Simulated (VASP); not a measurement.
An input for Ansatz (written as the equivalent of a VASP run, and not itself run):

Ansatz 0.2 input:
```yaml
crystal:
  lattice:
    - [0.0000000, 2.7155000, 2.7155000]
    - [2.7155000, 0.0000000, 2.7155000]
    - [2.7155000, 2.7155000, 0.0000000]
  atoms:
    - { symbol: Si, position: [0.0000000, 0.0000000, 0.0000000] }
    - { symbol: Si, position: [0.2500000, 0.2500000, 0.2500000] }
kpoints:
  mp_grid: { grid: [8, 8, 8] }
hamiltonian:
  xc: r2scan
  pseudopotentials: { kind: paw }
scf:
  occupations: { method: gaussian, width: 0.05 }
  max_iter: 100
relax:
  max_steps: 60
  f_tol: 0.01
  cell: {}
output: { forces: true, stress: true, eigenvalues: true }
```

### Question
Translate this input to VASP (INCAR, KPOINTS, POSCAR, choice of POTCAR).

### Answer
One answer among several that fit: 
### KPOINTS
```
Automatic mesh
0
Gamma
8 8 8
0 0 0
```

**POSCAR**
```
Si
1
    0.0000000000     2.7155000000     2.7155000000
    2.7155000000     0.0000000000     2.7155000000
    2.7155000000     2.7155000000     0.0000000000
Si
2
Direct
  0.0000000000   0.0000000000   0.0000000000
  0.2500000000   0.2500000000   0.2500000000
```

### INCAR
```
SYSTEM = Si
IBRION = 2   # conjugate gradients
ISMEAR = 0
ALGO = Normal
LASPH = T   # aspherical one-centre terms
METAGGA = R2SCAN
ISIF = 3   # ions, shape and volume
EDIFF = 1E-6   # SCF stop (eV)
EDIFFG = -0.01   # ionic stop
LWAVE = F
LMIXTAU = T
SIGMA = 0.05
ENCUT = 400   # plane-wave cut-off (eV)
PREC = Accurate
LREAL = F   # projection in real space or not
LCHARG = F
NSW = 60   # most ionic steps
NELM = 100   # most electronic steps
```

POTCAR, in this order: Si (PBE.64 set). Program: vasp_std.

The two are equivalent in intent, not identical: each code has its own PAW files, so the cut-off isn't converted (ENCUT is set for VASP's; basis.ecutwfc is left out, and Ansatz then takes the one that its files recommend); Ansatz stops its SCF on the density residual and VASP on the energy change (EDIFF).

The compound is Si in the diamond structure. This run relaxes it. Symmetry was kept, so distortions that lower it aren't found.
